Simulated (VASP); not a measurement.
# FSnCl in VASP: a series of runs

Aim: see how the results for FSnCl move with the level of theory and the settings. Levels: PBE, HSE06+TS. Tasks: single point.

Program: VASP 6.6.1. These are calculated values, not measurements. Logs are shortened: lines on timing, memory, paths and dates and some standing lists are left out, and cuts for length are marked.

### 1 The structure

The cell holds a molecule in a box, 3 atoms: a = 12.000 Å, b = 12.000 Å, c = 11.000 Å, α = 90.00°, β = 90.00°, γ = 90.00°.

### 2 Single point, PBE

File INCAR:

```
SYSTEM = SnClF
PREC = Accurate ; ENCUT = 520
EDIFF = 1E-6 ; ISMEAR = 0
SIGMA = 0.01 ; LREAL = .FALSE.
LASPH = .TRUE. ; NELM = 100
ALGO = Fast ; ISIF = 2
LWAVE = .FALSE. ; LCHARG = .TRUE.
GGA = PE ; LELF = .TRUE.
LVHAR = .TRUE. ; LVACPOTAV = .TRUE.
```

File KPOINTS:

```
Automatic mesh
0
G
  1 1 1
  0 0 0
```

File POSCAR:

```
SnClF
1.0
   12.0000000000      0.0000000000      0.0000000000
    0.0000000000     12.0000000000      0.0000000000
    0.0000000000      0.0000000000     11.0000000000
F Sn Cl
1 1 1
Direct
    0.3925875000      0.5323375000      0.4446863600
    0.5220791700      0.5885875000      0.5296954500
    0.6095791700      0.4149125000      0.5614954500
```

Potentials or basis: VASP PAW PBE potentials, release 64 (F, Sn_d, Cl).

On the command line:

```bash
$ cat potpaw_PBE.64/F/POTCAR potpaw_PBE.64/Sn_d/POTCAR potpaw_PBE.64/Cl/POTCAR > POTCAR
$ mpirun -np 1 vasp_gam > vasp.out
```

OUTCAR:

```text
SYSTEM = SnClF
   PREC = Accurate
   ENCUT = 520
   EDIFF = 1E-6
   ISMEAR = 0
   LREAL = .FALSE.
   LASPH = .TRUE.
   NELM = 100
   ISIF = 2
   GGA = PE

 ion  position               nearest neighbor table
   1  0.393  0.532  0.445-   2 1.94
   2  0.522  0.589  0.530-   1 1.94   3 2.36
   3  0.610  0.415  0.561-   2 2.36

  LATTYP: Found a simple tetragonal cell.
 ALAT       =    12.0000000000
 C/A-ratio  =     0.9166666667

  Lattice vectors:

 A1 = (  12.0000000000,   0.0000000000,   0.0000000000)
 A2 = (   0.0000000000,  12.0000000000,   0.0000000000)
 A3 = (   0.0000000000,   0.0000000000,  11.0000000000)

Analysis of symmetry for initial positions (statically):
=====================================================================
 Subroutine PRICEL returns:
 Original cell was already a primitive cell.

 Routine SETGRP: Setting up the symmetry group for a
 simple tetragonal supercell.

 Subroutine GETGRP returns: Found  1 space group operations
 (whereof  1 operations were pure point group operations)
 out of a pool of 16 trial point group operations.

The static configuration has the point symmetry C_1 .

Analysis of symmetry for dynamics (positions and initial velocities):
=====================================================================
 Subroutine PRICEL returns:
 Original cell was already a primitive cell.

 Routine SETGRP: Setting up the symmetry group for a
 simple tetragonal supercell.

 Subroutine GETGRP returns: Found  1 space group operations
 (whereof  1 operations were pure point group operations)
 out of a pool of 16 trial point group operations.

The dynamic configuration has the point symmetry C_1 .

 Subroutine INISYM returns: Found  1 space group operations
 (whereof  1 operations are pure point group operations),
 and found     1 'primitive' translations

----------------------------------------------------------------------------------------

                                     Primitive cell

  volume of cell :    1584.0000

  direct lattice vectors                    reciprocal lattice vectors
    12.000000000  0.000000000  0.000000000     0.083333333  0.000000000  0.000000000
     0.000000000 12.000000000  0.000000000     0.000000000  0.083333333  0.000000000
     0.000000000  0.000000000 11.000000000     0.000000000  0.000000000  0.090909091

  length of vectors
    12.000000000 12.000000000 11.000000000     0.083333333  0.083333333  0.090909091

  position of ions in fractional coordinates (direct lattice)
     0.392587500  0.532337500  0.444686360
     0.522079170  0.588587500  0.529695450
     0.609579170  0.414912500  0.561495450

  ion indices of the primitive-cell ions
   primitive index   ion index
                 1           1
                 2           2
                 3           3

----------------------------------------------------------------------------------------

 KPOINTS: Automatic mesh

Automatic generation of k-mesh.
 Grid dimensions read from file:
 generate k-points for:    1    1    1

 Generating k-lattice:

  Cartesian coordinates                     Fractional coordinates (reciprocal lattice)
     0.083333333  0.000000000  0.000000000     1.000000000  0.000000000  0.000000000
     0.000000000  0.083333333  0.000000000     0.000000000  1.000000000  0.000000000
     0.000000000  0.000000000  0.090909091     0.000000000  0.000000000  1.000000000

  Length of vectors
     0.083333333  0.083333333  0.090909091

  Shift w.r.t. Gamma in fractional coordinates (k-lattice)
     0.000000000  0.000000000  0.000000000

 Subroutine IBZKPT returns following result:
 ===========================================

 Found      1 irreducible k-points:

 Following reciprocal coordinates:
            Coordinates               Weight
  0.000000  0.000000  0.000000      1.000000
   k-points           NKPTS =      1   k-points in BZ     NKDIM =      1   number of bands    NBANDS=     18
   number of dos      NEDOS =    301   number of ions     NIONS =      3
   total plane-waves  NPLWV = 680400
   dimension x,y,z NGX =    90 NGY =   90 NGZ =   84
   dimension x,y,z NGXF=   180 NGYF=  180 NGZF=  168
   ions per type =               1   1   1
   NGX,Y,Z   is equivalent  to a cutoff of  12.47, 12.47, 12.70 a.u.
   NGXF,Y,Z  is equivalent  to a cutoff of  24.94, 24.94, 25.39 a.u.
 SYSTEM =  SnClF
   PREC   = accura    normal or accurate (medium, high low for compatibility)
   ISTART =      0    job   : 0-new  1-cont  2-samecut
   ICHARG =      2    charge: 1-file 2-atom 10-const
   ISPIN  =      1    spin polarized calculation?
   LNONCOLLINEAR =      F non collinear calculations
   LSORBIT =      F    spin-orbit coupling
   LASPH  =      T    aspherical Exc in radial PAW
   ENCUT  =  520.0 eV  38.22 Ry    6.18 a.u.  22.31 22.31 20.45*2*pi/ulx,y,z
   NELM   =    100;   NELMIN=  2; NELMDL= -5     # of ELM steps
   EDIFF  = 0.1E-05   stopping-criterion for ELM
   LREAL  =      F    real-space projection
   EDIFFG = 0.1E-04   stopping-criterion for IOM
   NSW    =      0    number of steps for IOM
   IBRION =     -1    ionic relax: 0-MD 1-quasi-New 2-CG
   NFREE  =      0    steps in history (QN), initial steepest desc. (CG)
   ISIF   =      2    stress and relaxation
   ISYM   =      2    0-nonsym 1-usesym 2-fastsym
   POTIM  = 0.5000    time-step for ionic-motion
   TEBEG  =    0.0;   TEEND  =   0.0 temperature during run
   PSTRESS=    0.0 pullay stress
   NELECT =      28.0000    total number of electrons
   NUPDOWN=      -1.0000    fix difference up-down
   EMIN   =  10.00;   EMAX   =-10.00  energy-range for DOS
   EFERMI =   0.00;   METHOD = LEGACY
   ISMEAR =     0;   SIGMA  =   0.01  broadening in eV -4-tet -1-fermi 0-gaus
   EFERMI_NEDOS =   21; number of points for ismear=-14 and -15
   IALGO  =     68    algorithm
   IMIX   =      4    mixing-type and parameters
     AMIX     =   0.40;   BMIX     =  1.00
     AMIX_MAG =   1.60;   BMIX_MAG =  1.00
  volume/ion in A,a.u.               =     528.00      3563.12
  Fermi-wavevector in a.u.,A,eV,Ry     =   0.426458  0.805888  2.474437  0.181866
  Thomas-Fermi vector in A             =   1.392489
   LORBIT       =      0    0 simple, 1 ext, 2 COOP (PROOUT), +10 PAW based schemes
   GGA     = PE    functional components
   LHFCALC =     F    Hartree Fock is set to
   AEXX    =    0.0000 exact exchange contribution
   IVDW    =     0    specifies the selected vdW correction
   LEPSILON=     F    determine dielectric tensor
   LRPA    =     F    only Hartree local field effects (RPA)
 non-spin polarized calculation
 RMM-DIIS sequential band-by-band and
 Gauss-broadening in eV      SIGMA  =   0.01
  energy-cutoff  :      520.00
  volume of cell :     1584.00
 maximum number of plane-waves:     21371
 NGX is ok and might be reduce to    90
   NGX = 45   NGY = 45   NGZ = 41

 number of electron      28.0000010 magnetization

 Free energy of the ion-electron system (eV)
  ---------------------------------------------------
  ext. energy  EPLUGINS =         0.00000000
  ---------------------------------------------------
  free energy    TOTEN  =       -11.32101460 eV

  energy without entropy =      -11.32101460  energy(sigma->0) =      -11.32101460

 E-fermi :  -6.7674     XC(G=0):  -0.8528

 val. band max:       -6.8289465015   @ k =   0.0000   0.0000   0.0000
 cond. band min:      -3.3032632015   @ k =   0.0000   0.0000   0.0000
 fundamental gap:      3.5256833000
 Fermi energy:        -6.7673955402

 k-point     1 :       0.0000    0.0000    0.0000
  band No.  band energies     occupation
      1     -28.3033      2.00000
      2     -26.5129      2.00000
      3     -26.4444      2.00000
      4     -26.3879      2.00000
      5     -26.2041      2.00000
      6     -25.6634      2.00000
      7     -19.5985      2.00000
      8     -11.9350      2.00000
      9      -9.1790      2.00000
     10      -8.8295      2.00000
     11      -8.6980      2.00000
     12      -7.5333      2.00000
     13      -7.3405      2.00000
     14      -6.8289      2.00000
     15      -3.3033      0.00000
     16      -1.1996      0.00000
     17      -0.8743      0.00000
     18      -0.1487      0.00000

------------------------ aborting loop because EDIFF is reached ----------------------------------------

  FORCE on cell =-STRESS in cart. coord.  units (eV):
  Direction    XX          YY          ZZ          XY          YZ          ZX
  --------------------------------------------------------------------------------------
  -------------------------------------------------------------------------------------
  Total        1.1119761      0.7411377      0.3252665      0.0990890      0.1489495      0.6652760
  in kB        1.1247367      0.7496426      0.3289992      0.1002261      0.1506588      0.6729105
  external PRESSURE =       0.7344595 kB  Pullay stress =       0.0000000 kB

 VOLUME and BASIS-vectors are now :
 -----------------------------------------------------------------------------
  energy-cutoff  :      520.00
  volume of cell :     1584.00
      direct lattice vectors                 reciprocal lattice vectors
    12.000000000  0.000000000  0.000000000     0.083333333  0.000000000  0.000000000
     0.000000000 12.000000000  0.000000000     0.000000000  0.083333333  0.000000000
     0.000000000  0.000000000 11.000000000     0.000000000  0.000000000  0.090909091

 POSITION                                       TOTAL-FORCE (eV/Angst)
 -----------------------------------------------------------------------------------
      4.71105      6.38805      4.89155        -0.648387     -0.274274     -0.392644
      6.26495      7.06305      5.82665         0.486099      0.587032      0.336648
      7.31495      4.97895      6.17645         0.162288     -0.312759      0.055996
 -----------------------------------------------------------------------------------
    total drift:                               -0.001106     -0.001281     -0.000644

  FREE ENERGIE OF THE ION-ELECTRON SYSTEM (eV)
  ---------------------------------------------------
  free  energy   TOTEN  =       -11.3210146028 eV

  energy  without entropy=      -11.3210146028  energy(sigma->0) =      -11.32101460
```

It took 2 min on 1 thread of Intel Xeon Platinum 8559C (Emerald Rapids), shared host; peak memory 1.1 GiB.

Results:

```yaml
Free_energy: -11.3210 eV
Largest_force: 0.833 eV/Å
Gap_between_the_frontier_levels: 3.53 eV
```

Forces on the atoms (eV/Å):
```
F   -0.648 -0.274 -0.393
Sn   0.486  0.587  0.337
Cl   0.162 -0.313  0.056
```

Levels at points of the mesh, in eV from the valence-band top:
```tsv
k point	band 10	band 11	band 12	band 13	band 14	band 15	band 16	band 17	band 18
(0.00, 0.00, 0.00)	-2.00	-1.87	-0.70	-0.51	0.00	3.53	5.63	5.95	6.68
```

Caveat: spin-orbit coupling is left out, which moves the levels of the heavy elements. PBE gaps usually lie below the measured ones, often by a third to a half.

### 3 Single point, HSE06+TS

File POSCAR:

```
SnClF
1.0
   12.0000000000      0.0000000000      0.0000000000
    0.0000000000     12.0000000000      0.0000000000
    0.0000000000      0.0000000000     11.0000000000
F Sn Cl
1 1 1
Cartesian
    4.7110500000      6.3880500000      4.8915499600
    6.2649500400      7.0630500000      5.8266499500
    7.3149500400      4.9789500000      6.1764499500
```

File INCAR.step1:

```
PREC = Accurate
ENCUT = 520
EDIFF = 1E-5
ISMEAR = 0
SIGMA = 0.01
LREAL = False
LASPH = True
NELM = 60
ALGO = Normal
ISIF = 2
LWAVE = True
LCHARG = False
NBANDS = 21
GGA = PE
```

File INCAR.step2:

```
PREC = Accurate
ENCUT = 520
EDIFF = 1E-6
ISMEAR = 0
SIGMA = 0.01
LREAL = False
LASPH = True
NELM = 60
ALGO = Normal
ISIF = 2
LWAVE = False
LCHARG = False
GGA = PE
LHFCALC = True
HFSCREEN = 0.2
PRECFOCK = Fast
IVDW = 2
NBANDS = 21
ISTART = 1
```

File KPOINTS:

```
regular mesh
0
Gamma
  1 1 1
```

Potentials or basis: VASP PAW PBE potentials, release 64 (F, Sn_d, Cl).

On the command line:

```bash
$ cat potpaw_PBE.64/F/POTCAR potpaw_PBE.64/Sn_d/POTCAR potpaw_PBE.64/Cl/POTCAR > POTCAR
$ cp INCAR.step1 INCAR
$ mpirun -np 1 vasp_gam > vasp.out
$ cp INCAR.step2 INCAR
$ mpirun -np 1 vasp_gam > vasp.out
```

Run time: 8.2 min. Hardware: 1 thread of Intel Xeon Platinum 8559C (Emerald Rapids), shared host; peak memory 1.3 GiB.

Results (log left out):

| Item | Value |
| --- | --- |
| Free energy | -14.3281 eV |
| Largest force | 0.238 eV/Å |
| Gap between the frontier levels | 4.59 eV |
| Hirshfeld charges | F -0.33; Sn +0.57; Cl -0.24 e |
| Dispersion energy per atom | -0.002 eV |

Forces on the atoms (eV/Å):
```
F   -0.178 -0.087 -0.109
Sn   0.163  0.137  0.107
Cl   0.014 -0.050  0.002
```

Levels at points of the mesh, in eV from the valence-band top:
```
           k point  band 11  band 12  band 13  band 14  band 15  band 16  band 17  band 18
(0.00, 0.00, 0.00)    -2.56    -0.94    -0.79     0.00     4.59     6.70     7.06     7.49
```

Caveat: the PAW data sets were made with another functional, which shifts forces and pressure a little; spin-orbit coupling is left out, which moves the levels of the heavy elements.

### 4 The reference run

An earlier run on the cell as given: functional PBE; potentials or basis VASP PAW PBE potentials, release 64 (F, Sn_d, Cl); cutoff 520 eV; k mesh 1 × 1 × 1; occupations gaussian, width 0.01 eV; no spin polarisation.

- Largest force: 0.833 eV/Å
- Gap between the frontier levels: 3.53 eV
